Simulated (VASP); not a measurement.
# Al4B3P (P4/mmm) in VASP: a series of runs

The runs below take Al4B3P through relaxation of cell and atoms, with PBE.

Program: VASP 6.6.1. These are calculated values, not measurements. Logs are shortened: lines on timing, memory, paths and dates and some standing lists are left out, and cuts for length are marked.

### Step 1. Starting point

Symmetry: P4/mmm, No. 123, tetragonal system. The conventional cell has a = 3.396 Å, b = 3.396 Å, c = 8.286 Å, α = 90.00°, β = 90.00°, γ = 90.00°. Around Al (site symmetry 2mm) lie 4 B at 2.02 to 2.15 Å. B (site symmetry 4mm) has 4 Al at 2.02 Å as nearest neighbours. Around B (site symmetry 4/mmm) lie 8 Al at 2.15 Å. P (site symmetry 4/mmm) has 8 B at 2.96 Å and 8 Al at 3.30 Å and 4 P at 3.40 Å as nearest neighbours.

The cell was built by a generator and needn't be a form met in nature.

### Step 2. Relaxation of cell and atoms, PBE

The input, INCAR:

```
SYSTEM = Al4B3P
  PREC = Normal
  ENCUT = 520
  EDIFF = 1E-4
  ISMEAR = 0
  SIGMA = 0.15
  LREAL = .False.
  LASPH = .True.
  NELM = 60
  ALGO = Fast
  ISIF = 3
  LWAVE = .False.
  LCHARG = .False.
  GGA = PE
  IBRION = 2
  NSW = 24
  EDIFFG = -0.08
  KPAR = 4
```

The input, KPOINTS:

```
Automatic mesh
0
Gamma
  4 4 2
  0 0 0
```

The input, POSCAR:

```
Al4B3P
1.0
    3.3962253400      0.0000000000      0.0000000000
    0.0000000000      3.3962253400      0.0000000000
    0.0000000000      0.0000000000      8.2864318200
Al B P
4 3 1
Direct
    0.5000000000      0.0000000000      0.1591168900
    0.5000000000      0.0000000000      0.8408831100
    0.0000000000      0.5000000000      0.8408831100
    0.0000000000      0.5000000000      0.1591168900
    0.5000000000      0.5000000000      0.7094735500
    0.5000000000      0.5000000000      0.2905264500
    0.0000000000      0.0000000000      0.0000000000
    0.0000000000      0.0000000000      0.5000000000
```

Potentials or basis: VASP PAW PBE potentials, release 64 (Al, B, P).

Started as:

```console
$ cat potpaw_PBE.64/Al/POTCAR potpaw_PBE.64/B/POTCAR potpaw_PBE.64/P/POTCAR > POTCAR
$ mpirun -np 4 vasp_std > vasp.out
```

OUTCAR:

```text
SYSTEM = Al4B3P
   PREC = Normal
   ENCUT = 520
   EDIFF = 1E-4
   ISMEAR = 0
   LREAL = .False.
   LASPH = .True.
   NELM = 60
   ISIF = 3
   GGA = PE
   IBRION = 2
   NSW = 24
   EDIFFG = -0.08

 ion  position               nearest neighbor table
   1  0.500  0.000  0.159-   6 2.02   6 2.02   7 2.15   7 2.15   4 2.40   4 2.40   4 2.40   4 2.40
                             2 2.64
   2  0.500  0.000  0.841-   5 2.02   5 2.02   7 2.15   7 2.15   3 2.40   3 2.40   3 2.40   3 2.40
                             1 2.64
   3  0.000  0.500  0.841-   5 2.02   5 2.02   7 2.15   7 2.15   2 2.40   2 2.40   2 2.40   2 2.40
                             4 2.64
   4  0.000  0.500  0.159-   6 2.02   6 2.02   7 2.15   7 2.15   1 2.40   1 2.40   1 2.40   1 2.40
                             3 2.64
   5  0.500  0.500  0.709-   2 2.02   3 2.02   2 2.02   3 2.02
   6  0.500  0.500  0.291-   1 2.02   4 2.02   1 2.02   4 2.02
   7  0.000  0.000  0.000-   1 2.15   2 2.15   3 2.15   4 2.15   3 2.15   4 2.15   1 2.15   2 2.15

   8  0.000  0.000  0.500-

  LATTYP: Found a simple tetragonal cell.
 ALAT       =     3.3962253400
 C/A-ratio  =     2.4398945860

  Lattice vectors:

 A1 = (   3.3962253400,   0.0000000000,   0.0000000000)
 A2 = (   0.0000000000,   3.3962253400,   0.0000000000)
 A3 = (   0.0000000000,   0.0000000000,   8.2864318200)

Analysis of symmetry for initial positions (statically):
=====================================================================
 Subroutine PRICEL returns:
 Original cell was already a primitive cell.

 Routine SETGRP: Setting up the symmetry group for a
 simple tetragonal supercell.

 Subroutine GETGRP returns: Found 16 space group operations
 (whereof 16 operations were pure point group operations)
 out of a pool of 16 trial point group operations.

The static configuration has the point symmetry D_4h.

Analysis of symmetry for dynamics (positions and initial velocities):
=====================================================================
 Subroutine PRICEL returns:
 Original cell was already a primitive cell.

 Routine SETGRP: Setting up the symmetry group for a
 simple tetragonal supercell.

 Subroutine GETGRP returns: Found 16 space group operations
 (whereof 16 operations were pure point group operations)
 out of a pool of 16 trial point group operations.

The dynamic configuration has the point symmetry D_4h.

 Subroutine INISYM returns: Found 16 space group operations
 (whereof 16 operations are pure point group operations),
 and found     1 'primitive' translations

----------------------------------------------------------------------------------------

                                     Primitive cell

  volume of cell :      95.5786

  direct lattice vectors                    reciprocal lattice vectors
     3.396225340  0.000000000  0.000000000     0.294444538  0.000000000  0.000000000
     0.000000000  3.396225340  0.000000000     0.000000000  0.294444538  0.000000000
     0.000000000  0.000000000  8.286431820     0.000000000  0.000000000  0.120679204

  length of vectors
     3.396225340  3.396225340  8.286431820     0.294444538  0.294444538  0.120679204

  position of ions in fractional coordinates (direct lattice)
     0.500000000  0.000000000  0.159116890
     0.500000000  0.000000000  0.840883110
     0.000000000  0.500000000  0.840883110
     0.000000000  0.500000000  0.159116890
     0.500000000  0.500000000  0.709473550
     0.500000000  0.500000000  0.290526450
     0.000000000  0.000000000  0.000000000
     0.000000000  0.000000000  0.500000000

  ion indices of the primitive-cell ions
   primitive index   ion index
                 1           1
                 2           2
                 3           3
                 4           4
                 5           5
                 6           6
                 7           7
                 8           8

----------------------------------------------------------------------------------------

 KPOINTS: Automatic mesh

Automatic generation of k-mesh.
 Grid dimensions read from file:
 generate k-points for:    4    4    2

 Generating k-lattice:

  Cartesian coordinates                     Fractional coordinates (reciprocal lattice)
     0.073611134  0.000000000  0.000000000     0.250000000  0.000000000  0.000000000
     0.000000000  0.073611134  0.000000000     0.000000000  0.250000000  0.000000000
     0.000000000  0.000000000  0.060339602     0.000000000  0.000000000  0.500000000

  Length of vectors
     0.073611134  0.073611134  0.060339602

  Shift w.r.t. Gamma in fractional coordinates (k-lattice)
     0.000000000  0.000000000  0.000000000

 Subroutine IBZKPT returns following result:
 ===========================================

 Found     12 irreducible k-points:

 Following reciprocal coordinates:
            Coordinates               Weight
  0.000000  0.000000  0.000000      1.000000
  0.250000  0.000000  0.000000      4.000000
[... 44 lines left out ...]
   EFERMI_NEDOS =   21; number of points for ismear=-14 and -15
   IALGO  =     68    algorithm
   IMIX   =      4    mixing-type and parameters
     AMIX     =   0.40;   BMIX     =  1.00
     AMIX_MAG =   1.60;   BMIX_MAG =  1.00
  volume/ion in A,a.u.               =      11.95        80.62
  Fermi-wavevector in a.u.,A,eV,Ry     =   1.060749  2.004524 15.309104  1.125187
  Thomas-Fermi vector in A             =   2.196140
   LORBIT       =      0    0 simple, 1 ext, 2 COOP (PROOUT), +10 PAW based schemes
   GGA     = PE    functional components
   LHFCALC =     F    Hartree Fock is set to
   AEXX    =    0.0000 exact exchange contribution
   IVDW    =     0    specifies the selected vdW correction
   LEPSILON=     F    determine dielectric tensor
   LRPA    =     F    only Hartree local field effects (RPA)
 conjugate gradient relaxation of ions
 non-spin polarized calculation
 RMM-DIIS sequential band-by-band and
 Gauss-broadening in eV      SIGMA  =   0.15
  energy-cutoff  :      520.00
  volume of cell :       95.58
 maximum number of plane-waves:      2608
   NGX = 13   NGY = 13   NGZ = 31

--------------------------------------- Ionic step        1  -------------------------------------------

 number of electron      25.9999995 magnetization

 Free energy of the ion-electron system (eV)
  ---------------------------------------------------
  ext. energy  EPLUGINS =         0.00000000
  ---------------------------------------------------
  free energy    TOTEN  =       -32.42923851 eV

  energy without entropy =      -32.37912872  energy(sigma->0) =      -32.40418362

------------------------ aborting loop because EDIFF is reached ----------------------------------------

  FORCE on cell =-STRESS in cart. coord.  units (eV):
  Direction    XX          YY          ZZ          XY          YZ          ZX
  --------------------------------------------------------------------------------------
  -------------------------------------------------------------------------------------
  Total       23.8074609     23.8074609      4.8149874      0.0000000      0.0000000     -0.0000000
  in kB      399.0828859    399.0828859     80.7133146      0.0000000      0.0000000     -0.0000000
  external PRESSURE =     292.9596955 kB  Pullay stress =       0.0000000 kB
[... 27 lines left out ...]
  energy  without entropy=      -32.3791287249  energy(sigma->0) =      -32.40418362

--------------------------------------- Ionic step        2  -------------------------------------------

 number of electron      26.0000018 magnetization

 E-fermi :   5.1673     XC(G=0):  -9.7342

 val. band max:        5.1510581614   @ k =   0.2500   0.0000   0.5000
 cond. band min:       5.2311122013   @ k =   0.2500   0.2500   0.0000
 fundamental gap:      0.0800540399
 Fermi energy:         5.1672718714

 k-point     1 :       0.0000    0.0000    0.0000
  band No.  band energies     occupation
      1      -6.3115      2.00000
      2      -4.6941      2.00000
      3      -4.3371      2.00000
      4      -1.0752      2.00000
      5       1.7107      2.00000
      6       2.0140      2.00000
[... 10 lines left out ...]
     17       6.6430      0.00000
     18       7.4797      0.00000
[... 306 lines left out ...]
  FREE ENERGIE OF THE ION-ELECTRON SYSTEM (eV)
  ---------------------------------------------------
  free  energy   TOTEN  =       -34.6435111654 eV

  energy  without entropy=      -34.5760970561  energy(sigma->0) =      -34.60980411

[... ionic steps 4 to 21 ...]

--------------------------------------- Ionic step       22  -------------------------------------------

 number of electron      26.0000000 magnetization

------------------------ aborting loop because EDIFF is reached ----------------------------------------

  FORCE on cell =-STRESS in cart. coord.  units (eV):
  Direction    XX          YY          ZZ          XY          YZ          ZX
  --------------------------------------------------------------------------------------
  -------------------------------------------------------------------------------------
  Total       -0.3094963     -0.3094963     -0.4664627      0.0000000     -0.0000000     -0.0000000
  in kB       -4.8765207     -4.8765207     -7.3497313      0.0000000     -0.0000000     -0.0000000
  external PRESSURE =      -5.7009242 kB  Pullay stress =       0.0000000 kB
[... 69 lines left out ...]
  energy  without entropy=      -37.6492358955  energy(sigma->0) =      -37.66021837

--------------------------------------- Ionic step       24  -------------------------------------------

 number of electron      26.0000001 magnetization

 Free energy of the ion-electron system (eV)
  ---------------------------------------------------
  ext. energy  EPLUGINS =         0.00000000
  ---------------------------------------------------
  free energy    TOTEN  =       -37.67596001 eV

  energy without entropy =      -37.65372911  energy(sigma->0) =      -37.66484456

 E-fermi :   7.6247     XC(G=0): -10.7292

 val. band max:        7.5420298251   @ k =   0.5000   0.0000   0.0000
 cond. band min:       7.6336267837   @ k =   0.2500   0.2500   0.0000
 fundamental gap:      0.0915969586
 Fermi energy:         7.6247490662

 k-point     1 :       0.0000    0.0000    0.0000
  band No.  band energies     occupation
      1      -5.6943      2.00000
      2      -1.6596      2.00000
      3      -1.5021      2.00000
      4       0.8154      2.00000
      5       2.5962      2.00000
      6       2.5962      2.00000
[... 10 lines left out ...]
     17       8.7462      0.00000
     18       9.8331      0.00000
[... 264 lines left out ...]
  FREE ENERGIE OF THE ION-ELECTRON SYSTEM (eV)
  ---------------------------------------------------
  free  energy   TOTEN  =       -37.6759600062 eV

  energy  without entropy=      -37.6537291131  energy(sigma->0) =      -37.66484456

 reached required accuracy - stopping structural energy minimisation
```

It took 26 s on 4 MPI ranks of Intel Xeon 6975P-C (Granite Rapids), shared host; peak memory 0.18 GiB.

What came out:

```
Free energy                            : -37.6760 eV
Relaxed volume                         : 12.66 Å³/atom
Relaxed cell                           : a = 4.043 Å, b = 4.043 Å, c = 6.197 Å, α = 90.00°, β = 90.00°, γ = 90.00°
Space group after relaxing (to 0.05 Å) : P4/mmm (No. 123)
Energy gained by relaxing              : 655.8 meV/atom
Ionic steps                            : 24
Pressure after relaxing                : -0.2 GPa
Largest force after relaxing           : 0.066 eV/Å
Band gap on the k mesh                 : none (metal or under the smearing width)
```

Forces in eV/Å, atoms in the order of the input:
```
Al   0.000  0.000 -0.066
Al   0.000  0.000  0.066
Al   0.000  0.000  0.066
Al   0.000  0.000 -0.066
B    0.000  0.000  0.061
B    0.000  0.000 -0.061
B    0.000  0.000  0.000
P    0.000  0.000  0.000
```

Step by step:
| step | energy change (eV) | largest force (eV/Å) | pressure (GPa) | volume (Å³) |
| --- | --- | --- | --- | --- |
| 1 | 0.0000 | 1.5842 | 29.30 | 95.58 |
| 2 | -1.8544 | 1.1670 | -10.52 | 128.62 |
| 3 | -2.2143 | 1.2023 | -2.85 | 116.95 |
| 4 | -2.6668 | 0.7826 | -2.26 | 115.38 |
| 5 | -3.2423 | 1.4064 | 0.28 | 110.95 |
| 6 | -3.2687 | 1.5839 | 1.17 | 109.74 |
| 7 | -3.5167 | 1.0532 | -3.38 | 110.20 |
| 8 | -3.5372 | 1.0678 | -4.10 | 110.22 |
| 9 | -3.6294 | 1.2424 | -5.29 | 110.17 |
| 10 | -4.0473 | 1.5829 | -6.93 | 109.67 |
| 11 | -3.2311 | 1.5248 | -3.22 | 107.01 |
| 12 | -4.0024 | 1.5898 | -6.92 | 109.35 |
| 13 | -4.1351 | 1.6788 | -6.12 | 107.89 |
| 14 | -4.1726 | 1.4844 | -4.08 | 105.95 |
| 15 | -4.4464 | 1.2485 | -2.56 | 104.22 |
| 16 | -4.7396 | 0.5126 | 1.68 | 100.82 |
| 17 | -4.7459 | 0.6324 | 2.68 | 100.17 |
| 18 | -4.9653 | 0.6925 | 1.46 | 100.78 |
| 19 | -5.1440 | 0.8998 | -0.52 | 101.87 |
| 20 | -5.1460 | 0.7860 | -0.38 | 101.76 |
| 21 | -5.2064 | 0.4722 | -0.53 | 101.73 |
| 22 | -5.2416 | 0.3126 | -0.57 | 101.68 |
| 23 | -5.2420 | 0.2310 | -0.58 | 101.69 |
| 24 | -5.2467 | 0.0656 | -0.23 | 101.27 |

Final structure:
```cif
data_structure
_symmetry_space_group_name_H-M 'P 1'
_symmetry_Int_Tables_number 1
_cell_length_a 4.0427
_cell_length_b 4.0427
_cell_length_c 6.1965
_cell_angle_alpha 90.000
_cell_angle_beta 90.000
_cell_angle_gamma 90.000
_cell_volume 101.27
loop_
_atom_site_label
_atom_site_type_symbol
_atom_site_fract_x
_atom_site_fract_y
_atom_site_fract_z
_atom_site_occupancy
Al1 Al 0.50000 0.00000 0.21760 1
Al2 Al 0.50000 0.00000 0.78240 1
Al3 Al 0.00000 0.50000 0.78240 1
Al4 Al 0.00000 0.50000 0.21760 1
B1 B 0.50000 0.50000 0.63494 1
B2 B 0.50000 0.50000 0.36506 1
B3 B 0.00000 0.00000 0.00000 1
P1 P 0.00000 0.00000 0.50000 1
```

Caveat: the k mesh is coarse (spacing up to 0.46 Å⁻¹), so the values aren't converged; the relaxation stopped at a loose force limit of 0.08 eV/Å, so its end isn't a converged minimum.

### Step 3. Relaxation of cell and atoms, PBE

This run uses another cell than the first one, of 12.57 Å³/atom, 1.052 times its volume.

INCAR, as its differences from that of step 2:

```diff
@@ -17,2 +17 @@
   EDIFFG = -0.08
-  KPAR = 4
```

The input, KPOINTS:

```
Automatic mesh
0
Gamma
  3 3 3
  0 0 0
```

The input, POSCAR:

```
Al4B3P
1.0
    4.6500000000      0.0000000000      0.0000000000
    0.0000000000      4.6500000000      0.0000000000
    0.0000000000      0.0000000000      4.6500000000
Al B P
4 3 1
Direct
    0.0000000000      0.0000000000      0.0000000000
    0.5000000000      0.0000000000      0.5000000000
    0.5000000000      0.5000000000      0.0000000000
    0.0000000000      0.5000000000      0.5000000000
    0.5000000000      0.0000000000      0.0000000000
    0.0000000000      0.5000000000      0.0000000000
    0.0000000000      0.0000000000      0.5000000000
    0.5000000000      0.5000000000      0.5000000000
```

Potentials or basis: VASP PAW PBE potentials, release 64 (Al, B, P).

Started as:

```console
$ cat potpaw_PBE.64/Al/POTCAR potpaw_PBE.64/B/POTCAR potpaw_PBE.64/P/POTCAR > POTCAR
$ mpirun -np 4 vasp_std > vasp.out
```

Wall time 2.5 s (4 MPI ranks of Intel Xeon 6975P-C (Granite Rapids), shared host); peak memory 0.11 GiB.

Results (log left out):

- Free energy: -36.2887 eV
- Relaxed volume: 12.94 Å³/atom
- Relaxed cell: a = 4.696 Å, b = 4.696 Å, c = 4.696 Å, α = 90.00°, β = 90.00°, γ = 90.00°
- Space group after relaxing (to 0.05 Å): Pm-3m (No. 221)
- Energy gained by relaxing: 4.3 meV/atom
- Ionic steps: 3
- Pressure after relaxing: 0.0 GPa
- Band gap on the k mesh: none (metal or under the smearing width)

Step by step:
| step | energy change (eV) | largest force (eV/Å) | pressure (GPa) | volume (Å³) |
| --- | --- | --- | --- | --- |
| 1 | 0.0000 | 0.0000 | 3.78 | 100.54 |
| 2 | -0.0279 | 0.0000 | -1.52 | 104.92 |
| 3 | -0.0345 | 0.0000 | 0.01 | 103.55 |

Final structure:
```
Al B P
1.0
     4.69589    0.00000    0.00000
     0.00000    4.69589    0.00000
     0.00000    0.00000    4.69589
Al B P
4 3 1
Direct
  0.00000 0.00000 0.00000
  0.50000 0.00000 0.50000
  0.50000 0.50000 0.00000
  0.00000 0.50000 0.50000
  0.50000 0.00000 0.00000
  0.00000 0.50000 0.00000
  0.00000 0.00000 0.50000
  0.50000 0.50000 0.50000
```

Levels at points of the mesh, in eV from the Fermi level:
```csv
k point,band 11,band 12,band 13,band 14,band 15,band 16
"(0.00, 0.00, 0.00)",-0.61,-0.61,-0.61,1.32,1.32,1.43
```

Caveat: the k mesh is coarse (spacing up to 0.45 Å⁻¹), so the values aren't converged; the relaxation stopped at a loose force limit of 0.08 eV/Å, so its end isn't a converged minimum.

### Step 4. Relaxation of cell and atoms, PBE

This run uses another cell than the first one, of 13.06 Å³/atom, 1.093 times its volume.

INCAR is that of step 3.

KPOINTS is that of step 3.

The input, POSCAR:

```
Al4B3P
1.0
    0.0000000000      3.7386579400      3.7386579400
    3.7386579400      0.0000000000      3.7386579400
    3.7386579400      3.7386579400      0.0000000000
Al B P
4 3 1
Direct
    0.1244474400      0.6266576800      0.1244474400
    0.1244474400      0.1244474400      0.1244474400
    0.6266576800      0.1244474400      0.1244474400
    0.1244474400      0.1244474400      0.6266576800
    0.2500000000      0.2500000000      0.2500000000
    0.0000000000      0.0000000000      0.0000000000
    0.7500000000      0.7500000000      0.7500000000
    0.5000000000      0.5000000000      0.5000000000
```

Started as:

```console
$ cat potpaw_PBE.64/Al/POTCAR potpaw_PBE.64/B/POTCAR potpaw_PBE.64/P/POTCAR > POTCAR
$ mpirun -np 4 vasp_std > vasp.out
```

It took 6.8 s on 4 MPI ranks of Intel Xeon 6975P-C (Granite Rapids), shared host; peak memory 0.12 GiB.

Results (log left out):

* Free energy: -29.9066 eV
* Relaxed volume: 22.30 Å³/atom
* Relaxed cell: a = 6.319 Å, b = 6.319 Å, c = 6.319 Å, α = 60.00°, β = 60.00°, γ = 60.00°
* Space group after relaxing (to 0.05 Å): F-43m (No. 216)
* Energy gained by relaxing: 1308.5 meV/atom
* Ionic steps: 7
* Pressure after relaxing: 0.1 GPa
* Band gap on the k mesh: 0.17 eV, indirect (least direct gap 0.37 eV)

Step by step:
```
step  energy change (eV)  largest force (eV/Å)  pressure (GPa)  volume (Å³)
   1              0.0000                0.7272           68.69       104.51
   2             -9.6538                0.6716           -6.00       214.18
   3            -10.4207                0.7283            1.31       174.51
   4            -10.4346                0.7322           -0.12       179.66
   5            -10.4349                0.7306            0.34       177.89
   6            -10.4600                0.3802            0.07       178.67
   7            -10.4680                0.0005            0.11       178.41
```

Final structure:
```yaml
crystal:
  lattice:
    - [0.00000, 4.46815, 4.46815]
    - [4.46815, 0.00000, 4.46815]
    - [4.46815, 4.46815, 0.00000]
  atoms:
    - { symbol: Al, position: [0.12512, 0.62465, 0.12512] }
    - { symbol: Al, position: [0.12512, 0.12512, 0.12512] }
    - { symbol: Al, position: [0.62465, 0.12512, 0.12512] }
    - { symbol: Al, position: [0.12512, 0.12512, 0.62465] }
    - { symbol: B, position: [0.25000, 0.25000, 0.25000] }
    - { symbol: B, position: [0.00000, 0.00000, 0.00000] }
    - { symbol: B, position: [0.75000, 0.75000, 0.75000] }
    - { symbol: P, position: [0.50000, 0.50000, 0.50000] }
```

Levels at points of the mesh, in eV from the valence-band top:
```
           k point  band 11  band 12  band 13  band 14  band 15  band 16
(0.00, 0.00, 0.00)    -0.61    -0.61    -0.61     0.75     0.75     1.04
```

Caveat: the k mesh is coarse (spacing up to 0.49 Å⁻¹), so the values aren't converged; the volume moved by over 15 % at a fixed basis, so the end points are rough; an odd mesh through Γ misses points on the zone boundary, where band edges often lie; the relaxation stopped at a loose force limit of 0.08 eV/Å, so its end isn't a converged minimum.
